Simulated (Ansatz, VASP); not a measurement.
## Cross-check of Ru (Ruthenium) between VASP and Ansatz

One calculation is typed for both programs; each brings its own data sets and cutoff. How far apart do they land? The structure shown is the end of the VASP relaxation below.

Calculated with Ansatz 0.2.0; plane waves, with VASP 6.6.1 beside it; single point at PBE with D3(BJ).

## Step 1: The structure

Symmetry: P6_3/mmc, No. 194, hexagonal system. The conventional cell has a = 2.683 Å, b = 2.683 Å, c = 4.246 Å, α = 90.00°, β = 90.00°, γ = 120.00°. Ru has 12 Ru at 2.63 to 2.68 Å nearest.

## Step 2: VASP: relaxation, PBE with D3(BJ)

This run makes the geometry at which the two programs are then compared.

Lines of VASP's logs that name or quote its potential files are left out, and so is its time.

Contents of INCAR:

```
SYSTEM = Ru
PREC = Accurate
ENCUT = 450
EDIFF = 1E-06
NELM = 100
ISMEAR = 1
SIGMA = 0.15
LREAL = .FALSE.
ALGO = Normal
GGA = PE
IVDW = 12
NBANDS = 20
LASPH = .TRUE.
LORBIT = 11
LWAVE = .FALSE.
LCHARG = .FALSE.
KPAR = 8
IBRION = 2
NSW = 30
ISIF = 4
EDIFFG = -0.01
```

Contents of POSCAR:

```
Ru
1.0
    2.6831913862      0.0000000000      0.0000000000
   -1.3415956931      2.3237119037      0.0000000000
    0.0000000000      0.0000000000      4.2442560776
Ru
2
Direct
    0.6666666667      0.3333333333      0.7500000000
    0.3333333333      0.6666666667      0.2500000000
```

Contents of KPOINTS:

```
Automatic mesh
0
Gamma
18 18 10
0 0 0
```

Potentials, in the order of the species: Ru_pv (PBE family, release 64).

Command:

```
$ mpirun -np 8 vasp_std
```

Numbers of over 12 decimals in the logs are rounded to 6 here.

Log:

```text
[banner, memory and clock lines left out]
running    8 mpi-ranks, on    1 nodes
 distrk:  each k-point on    1 cores,    8 groups
 distr:  one band on    1 cores,    1 groups

 POSCAR found type information on POSCAR Ru
 POSCAR found :  1 types and       2 ions
|                                                                             |
|           W    W    AA    RRRRR   N    N  II  N    N   GGGG   !!!           |
|           W    W   A  A   R    R  NN   N  II  NN   N  G    G  !!!           |
|           W    W  A    A  R    R  N N  N  II  N N  N  G       !!!           |
|           W WW W  AAAAAA  RRRRR   N  N N  II  N  N N  G  GGG   !            |
|           WW  WW  A    A  R   R   N   NN  II  N   NN  G    G                |
|           W    W  A    A  R    R  N    N  II  N    N   GGGG   !!!           |
|                                                                             |
|     For optimal performance we recommend to set                             |
|       NCORE = 2 up to number-of-cores-per-socket                            |
|     NCORE specifies how many cores store one orbital (NPAR=cpu/NCORE).      |
|     This setting can greatly improve the performance of VASP for DFT.       |
|     The default, NCORE=1 might be grossly inefficient on modern             |
|     multi-core architectures or massively parallel machines. Do your        |
|     Unfortunately you need to use the default for GW and RPA                |
|     calculations (for HF NCORE is supported but not extensively tested      |
|     yet).                                                                   |
|                                                                             |

 LDA part: xc-table for (Slater+PW92), standard interpolation
 POSCAR, INCAR and KPOINTS ok, starting setup
 FFT: planning ... GRIDC
 FFT: planning ... GRID_SOFT
 FFT: planning ... GRID
 WAVECAR not read
 entering main loop
       N       E                     dE             d eps       ncg     rms          rms(c)
DAV:   1     0.266426373013E+03    0.26643E+03   -0.16420E+04  8932   0.141E+03
DAV:   2    -0.141824207927E+02   -0.28061E+03   -0.27251E+03  9140   0.436E+02
DAV:   3    -0.196915130503E+02   -0.55091E+01   -0.54685E+01 10160   0.683E+01
DAV:   4    -0.197359163308E+02   -0.44403E-01   -0.44363E-01 11460   0.579E+00
DAV:   5    -0.197365762271E+02   -0.65990E-03   -0.65834E-03 10000   0.586E-01    0.189E+01
DAV:   6    -0.185132106615E+02    0.12234E+01   -0.27713E+00 10140   0.169E+01    0.540E+00
DAV:   7    -0.184307740340E+02    0.82437E-01   -0.44408E-01 10260   0.525E+00    0.119E+00
DAV:   8    -0.184239896429E+02    0.67844E-02   -0.25556E-02  9960   0.116E+00    0.230E-01
DAV:   9    -0.184238175049E+02    0.17214E-03   -0.12111E-03 10208   0.377E-01    0.384E-02
DAV:  10    -0.184238177817E+02   -0.27681E-06   -0.12760E-04  9980   0.117E-01    0.320E-02
DAV:  11    -0.184238117928E+02    0.59889E-05   -0.22038E-05 10076   0.455E-02    0.128E-03
DAV:  12    -0.184238118693E+02   -0.76534E-07   -0.13899E-07  6112   0.378E-03
   1 F= -.19705941E+02 E0= -.19705615E+02  d E =-.197059E+02
 curvature:   0.00 expect dE= 0.000E+00 dE for cont linesearch  0.000E+00
 trial: gam= 0.00000 g(F)=  0.162E-45 g(S)=  0.326E-04 ort = 0.000E+00 (trialstep = 0.100E+01)
 search vector abs. value=  0.326E-04
 bond charge predicted
       N       E                     dE             d eps       ncg     rms          rms(c)
DAV:   1    -0.184240716714E+02   -0.25988E-03   -0.98480E-03  9128   0.782E-01    0.101E-01
DAV:   2    -0.184238562303E+02    0.21544E-03   -0.29202E-04  9468   0.148E-01    0.388E-02
DAV:   3    -0.184238148421E+02    0.41388E-04   -0.11039E-04  9760   0.718E-02    0.981E-03
DAV:   4    -0.184238151580E+02   -0.31589E-06   -0.32130E-06  9440   0.219E-02
   2 F= -.19705942E+02 E0= -.19705619E+02  d E =-.121469E-05
 trial-energy change:   -0.000001  1 .order   -0.000004   -0.000033    0.000025
 step:   0.5693(harm=  0.5693)  dis= 0.00000  next Energy=   -19.705950 (dE=-0.927E-05)
 bond charge predicted
       N       E                     dE             d eps       ncg     rms          rms(c)
DAV:   1    -0.184238692271E+02   -0.54385E-04   -0.18423E-03  9072   0.338E-01    0.436E-02
DAV:   2    -0.184238290495E+02    0.40178E-04   -0.54483E-05  9252   0.643E-02    0.167E-02
DAV:   3    -0.184238214545E+02    0.75950E-05   -0.20493E-05  9552   0.309E-02    0.414E-03
DAV:   4    -0.184238214967E+02   -0.42230E-07   -0.55738E-07  5152   0.940E-03
   3 F= -.19705949E+02 E0= -.19705625E+02  d E =-.844349E-05
 curvature:  -0.28 expect dE=-0.219E-06 dE for cont linesearch -0.219E-06
 trial: gam= 0.00000 g(F)=  0.119E-45 g(S)=  0.769E-06 ort =-0.501E-05 (trialstep = 0.914E+00)
 search vector abs. value=  0.769E-06
 reached required accuracy - stopping structural energy minimisation
```

OUTCAR, selected parts (step 2):

```text
ion  position               nearest neighbor table
   1  0.667  0.333  0.750-   2 2.63   2 2.63   2 2.63   2 2.63   2 2.63   2 2.63
   2  0.333  0.667  0.250-   1 2.63   1 2.63   1 2.63   1 2.63   1 2.63   1 2.63

  LATTYP: Found a hexagonal cell.
 ALAT       =     2.6831913862
 C/A-ratio  =     1.5817940157

 Subroutine GETGRP returns: Found 24 space group operations
 (whereof 12 operations were pure point group operations)

The static configuration has the point symmetry D_3d.
 The point group associated with its full space group is D_6h.

 Found    222 irreducible k-points:

   k-points           NKPTS =    222   k-points in BZ     NKDIM =    222   number of bands    NBANDS=     20

   dimension x,y,z NGX =    20 NGY =   20 NGZ =   30
   dimension x,y,z NGXF=    40 NGYF=   40 NGZF=   60

   ENCUT  =  450.0 eV  33.07 Ry    5.75 a.u.   4.64  4.64  7.34*2*pi/ulx,y,z

   NELECT =      28.0000    total number of electrons

 k-points in reciprocal lattice and weights: Automatic mesh
   0.00000000  0.00000000  0.00000000       0.000
   0.05555556  0.00000000  0.00000000       0.002
   0.11111111  0.00000000  0.00000000       0.002
   0.16666667  0.00000000  0.00000000       0.002
   0.22222222  0.00000000  0.00000000       0.002
   0.27777778  0.00000000  0.00000000       0.002
   0.33333333  0.00000000  0.00000000       0.002
   0.38888889 -0.00000000  0.00000000       0.002
   0.44444444  0.00000000  0.00000000       0.002
[...]
0.33333333  0.27777778  0.50000000       0.004
   0.33333333  0.33333333  0.50000000       0.001

 Edisp (eV)   -1.28213

 average (electrostatic) potential at core
       1 -66.7567       2 -66.7567

 E-fermi :  13.3083

 k-point     1 :       0.0000    0.0000    0.0000
  band No.  band energies     occupation
    ...
     11      10.8022      2.00000
     12      11.3304      2.00000
     13      11.3304      2.00000
     14      11.8766      2.00000
     15      11.8766      2.00000
     16      14.5470     -0.00000
     17      14.5470     -0.00000
     18      14.6392     -0.00000
     19      23.6966      0.00000
     20      23.7127      0.00000

 k-point     2 :       0.0556    0.0000    0.0000
  band No.  band energies     occupation
    ...
     11      11.0257      2.00000
     12      11.2770      2.00000
     13      11.4194      2.00000
     14      11.7597      2.00000
     15      11.8018      2.00000
     16      13.4477     -0.03220
     17      14.5943     -0.00000
     18      15.8963     -0.00000
     19      23.6956      0.00000
     20      23.7125      0.00000

 k-point     3 :       0.1111    0.0000    0.0000
  band No.  band energies     occupation
    ...
     12      11.3291      2.00000
     13      11.3708      2.00000
     14      11.6024      2.00000
     15      11.6815      2.00000
     16      12.6150      2.00000
     17      14.7145     -0.00000
     18      17.2883      0.00000
     19      23.6911      0.00000
     20      23.7126      0.00000

 Edisp (eV)   -1.28213

  Total       0.87209     0.87209     0.86517    -0.00000     0.00000     0.00000
  in kB      52.80011    52.80011    52.38141    -0.00000     0.00000     0.00000
  external pressure =       52.66 kB  Pullay stress =        0.00 kB

  energy-cutoff  :      450.00
  volume of cell :       26.46
      direct lattice vectors                 reciprocal lattice vectors
     2.682638655  0.000000000 -0.000000000     0.372767312  0.215217308  0.000000000
    -1.341319327  2.323233224  0.000000000     0.000000000  0.430434616  0.000000000
     0.000000000  0.000000000  4.246005233     0.000000000  0.000000000  0.235515489

 POSITION                                       TOTAL-FORCE (eV/Angst)
 -----------------------------------------------------------------------------------
      1.34132      0.77441      3.18450        -0.000000     -0.000000      0.000000
     -0.00000      1.54882      1.06150         0.000000      0.000000      0.000000
 -----------------------------------------------------------------------------------
    total drift:                                0.000000     -0.000000      0.000000

  FREE ENERGIE OF THE ION-ELECTRON SYSTEM (eV)
  ---------------------------------------------------
  free  energy   TOTEN  =       -19.7059490184 eV

  energy  without entropy=      -19.7049758440  energy(sigma->0) =      -19.70562463

 reached required accuracy - stopping structural energy minimisation

 total charge
# of ion       s       p       d       tot
------------------------------------------
    1        0.417   6.329   5.982  12.728
    2        0.417   6.329   5.982  12.728
--------------------------------------------------
tot          0.833  12.658  11.964  25.455

[... 3 further parts left out ...]
```

Dispersion corrections of this kind ignore metallic screening and tend to overbind metals. The run keeps the 24 symmetry operations of its start, so it cannot find a distortion of lower symmetry.

## Step 3: Ansatz: single point, PBE with D3(BJ), volume scaled by 0.985

Ansatz runs on its default PAW (the set named soft_2) files.

The same cell, functional, mesh and smearing now go to Ansatz, which takes its cutoff from its data sets.

Contents of input.yaml:

```yaml
crystal:
  lattice:
    - [2.68263865, 0.0, 0.0]
    - [-1.34131933, 2.32323322, 0.0]
    - [0.0, 0.0, 4.24600523]
  atoms:
    - { symbol: Ru, position: [0.66666667, 0.33333333, 0.75] }
    - { symbol: Ru, position: [0.33333333, 0.66666667, 0.25] }
hamiltonian:
  xc: pbe
  pseudopotentials: { kind: paw }
  dispersion: d3bj
kpoints:
  mp_grid: { grid: [18, 18, 10] }
scf:
  occupations: { method: methfessel_paxton, width: 0.15 }
  n_extra_bands: 4
output:
  forces: true
  stress: true
  eigenvalues: true
  write_density: true
  write_potential: true
  elf: true
  volumetric_format: npy
```

Command:

```
$ ansatz run input.yaml --threads 2 --pin off --max-ram 4608MiB --backend cpu --events-out ev --progress --plain --runs-dir out
```

Log:

```text
scf.n_extra_bands = 4 over 16 filled bands (N_el = 32.0): the run solves 20 bands
Engine: ansatz 0.2.0, aarch64-unknown-linux-gnu
Pseudopotentials: kind: paw
Pseudopotential: Ru, paw, valence charge 16, recommended cutoff 420 eV (normal), Ru.paw.azcp
Functional definition: PBE
  parameter kappa = 0.804
  parameter beta = 0.066725
  exchange = pbe_x(kappa = kappa, mu = beta*pi^2/3)
  correlation = pbe_c(beta = beta)
Crystal: 2 atoms, lattice volume = 26.463 Å³
Basis set: ecut = 420 eV, 537 PW (Γ), exchange–correlation on 36×36×60 points (8 copies of the dense FFT grid, shifted against one another)
Bands: 20, of which v1, the nominal top of the filled ones, is band 16 counted from 1 (15 counted from 0)
Symmetry: 24 space group operations
Space group: P63/mmc (ITA 194), of the structure as read, at distance tolerance 3.0e-5 Å
k-points: 222 of 3240
Non-local potential: Ru, projectors of the file, l = 0: 3, l = 1: 2, l = 2: 2, l = 3: 1
PAW form: soft (Blöchl's): semilocal exchange-correlation on the pseudo side does not see the compensation charge
PAW one-centre angular grid: Ru, 590 points (default); XC on 64 Gauss nodes
Initial density: superposition of atomic densities (neutral atoms: chi_scale 0, normalization atom), corrected by the library's trained network
Initial wavefunctions: pseudopotential atomic-orbital guess
Functional: x = pbe(κ = 0.804, μ = 0.219515), c = pbe(β = 0.066725)
SCF iter   1: F=—  HF=-11758.612092 eV  |F-HF|=—  |Δ(HF+E_count)|=         —  Δρ=6.76e-3  dr2=2.35e-3  ethr=1.77e-3  ⟨swp⟩=5.0  Hψ=17367  notcnv=0
preconditioner: auto → none  [metal: Δε(μ)=0.007 eV  Ē_g=6.035 eV  σ=0.150 eV  W_gap=0.04  n_scr=8 (ndim 8)  ℏωp=28.9 eV  f_vac=0.000  D(μ)=1.77/eV (n_scr^D=22)  sad-step TF]
SCF iter   2: F=—  HF=-11758.614261 eV  |F-HF|=—  |Δ(HF+E_count)|=   2.17e-3  S|Δr|=    0.00e0  Δρ=3.96e-3  dr2=8.47e-4  ethr=7.35e-6  ⟨swp⟩=2.0  Hψ=9250  notcnv=0
SCF iter   3: F=—  HF=-11758.615301 eV  |F-HF|=—  |Δ(HF+E_count)|=   1.04e-3  S|Δr|=    0.00e0  Δρ=3.05e-4  dr2=6.57e-6  ethr=2.65e-6  ⟨swp⟩=2.1  Hψ=6003  notcnv=0
SCF iter   4: F=—  HF=-11758.615270 eV  |F-HF|=—  |Δ(HF+E_count)|=   3.17e-5  S|Δr|=    0.00e0  Δρ=1.24e-4  dr2=8.93e-7  ethr=2.05e-8  ⟨swp⟩=2.0  Hψ=7977  notcnv=0
SCF iter   5: F=-11758.615270 eV  HF=-11758.615270 eV  |F-HF|=2.30e-8  |Δ(HF+E_count)|=   6.27e-7  S|Δr|=    0.00e0  Δρ=2.50e-5  dr2=2.63e-8  ethr=3.13e-10  ⟨swp⟩=6.4  Hψ=30188  notcnv=0
SCF 1 converged in 5 iterations: F = -11758.615270 eV  dr2 = 2.63e-8
  greatest PAW one-centre occupation: 0.998 electrons in one spin orbital (limit 2), on the Ru atom at site 1 (counted from 0), in its partial waves of l = 0
SCF converged after 5 iterations
Stability not checked: this state was not tested for a lower state beside it, because cold or Methfessel-Paxton smearing, or corrected tetrahedra, fill the levels in a way that the test cannot read (fill_not_monotonic; see scf.lower_state_search)
Free energy (F): -11758.615270 eV
Harris-Foulkes:  -11758.615270 eV  (|F-HF|=2.30e-8)
Internal energy: -11758.614296 eV  (E = F + TS)
E sigma→0 (E₀):  -11758.615027 eV
Entropy (-TS):   -0.000975 eV (-0.487 meV/atom)
Fermi energy:    24.266932 eV
--- Per-component energies (eV) ---
  E_band       = -84.396584
  E_kinetic    = 1031.191452
  E_local      = -2461.969115  (includes V_loc(G=0)·N_el)
  E_nonlocal   = 686.130081
  E_hartree    = 791.856752
  E_xc         = -382.276262
  E_vxc        = -480.063934  (∫ρ·V_xc dr)
  E_paw        = -6921.541885  (= ΣΔE_a)
  E_vpaw       = -443.402588  (= ΣTr[D̂ρ^β])
  E_aug_tail   = -0.000410  (compensation charges beyond the density's cutoff)
  E_ewald      = -4500.722435
  E_disp       = -1.282474  (pairwise vdW)
  E_smearing   = -0.000975  (= −TS)
  E_closure    = -0.000000  (closes the sum)
  Σ components = -11758.615270   (vs F -11758.615270, Δ=0.00e0)
--- Forces (eV/Å), atoms counted from 1 ---
  atom   1  Ru     0.00000000    -0.00000000     0.00000000
  atom   2  Ru    -0.00000000     0.00000000    -0.00000000
  max |Σ_I F_I| component: 4.63e-18 eV/Å
--- Stress (GPa, compression-positive) ---
        5.456179       0.000000       0.000000
        0.000000       5.456179      -0.000000
        0.000000      -0.000000       5.409384
  P = ⅓ Tr σ = 5.4406 GPa (54.406 kbar)
--- Band table (eV; the first three rows and the last of 222) ---
  k-point 0: bands = [... 12 lower, 21.7581, 22.2860, 22.2860, 22.8332, 22.8332, 25.5077, 25.5077, 25.5965]
  k-point 1: bands = [... 12 lower, 21.6998, 22.2164, 22.2164, 22.9963, 22.9963, 25.2136, 25.5160, 25.5160]
  k-point 2: bands = [... 12 lower, 21.5450, 22.0353, 22.0353, 23.3880, 23.3880, 24.2787, 25.5089, 25.5089]
  k-point 221: bands = [... 12 lower, 21.4750, 21.4750, 23.0380, 23.0380, 25.5562, 25.5562, 32.9593, 32.9593]
```

Elapsed: 6.1 s, on 2 threads of Arm Neoverse N1, shared host; peak memory 0.36 GiB.

The run ends at a pressure of 5.44 GPa.

## Step 4: Comparison

Known differences besides the potentials themselves: the data sets hold 32 valence electrons in Ansatz (default PAW (the set named soft_2) files) and 28 in VASP; the cutoff is 420 eV in Ansatz and 450 eV in VASP. Total energies have different zeros and are not compared.

Both answers:

| quantity | Ansatz | VASP | difference |
| --- | --- | --- | --- |
| pressure (GPa) | 5.44 | 5.27 | +0.17 |
| pressure without Ansatz's Pulay correction (GPa) | 5.36 | 5.27 | +0.09 |

Ansatz's pressure holds a Pulay correction of 0.08 GPa; VASP's holds none.

## Step 5: Summary of results

| Item | Value |
| --- | --- |
| difference in pressure (single point, PBE with D3(BJ), volume scaled by 0.985) | 0.17 GPa |

What this shows: The difference in pressure is 0.17 GPa (single point, PBE with D3(BJ), volume scaled by 0.985), within the 1 GPa picked in this series as the mark of a large difference. 1 further run of this series is not shown here. How closely two codes agree says nothing of how well the functional describes the real material.

[Lines on the potential files, build, host, timing and source positions are cut from VASP's logs without a mark.]

[Logs are printed without paths, hosts, clocks, repeated set-up lines and the standing remarks that a program may print on its own settings, such as how far it seeks lower states.]

[Hosts, paths, dates, database ids (printed as entryN), source tags and the programs' standing remarks are cut or masked in the printed files.]
